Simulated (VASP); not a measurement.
Input:

```
KZnF3
1.0
    4.12128     0.00000     0.00000
    0.00000     4.12128     0.00000
    0.00000     0.00000     4.12128
K Zn F
1 1 3
Direct
  0.00000   0.00000   0.00000
  0.50000   0.50000   0.50000
  0.50000   0.00000   0.50000
  0.00000   0.50000   0.50000
  0.50000   0.50000   0.00000
```

Level of theory: PW91 GGA, VASP's PBE PAW potentials (set 64) (plane waves; VASP). Numerical set-up: 520 eV cut-off, 6×6×6 Γ-centred mesh, Gaussian smearing of 0.050 eV, potentials K_sv Zn F.

Question: Estimate the energy per atom (σ→0), band gap (on the k-mesh) with the smallest direct gap where there is one.

Answer: 
| Item | Value |
|---|---|
| band gap (on the k-mesh) | 3.69 eV |
| smallest direct gap (on the k-mesh) | 5.24 eV |
| energy per atom (σ→0) | -4.112 eV/atom |

The compound is KZnF3 in the cubic perovskite structure. It was relaxed first, which changed the volume by +5 %.
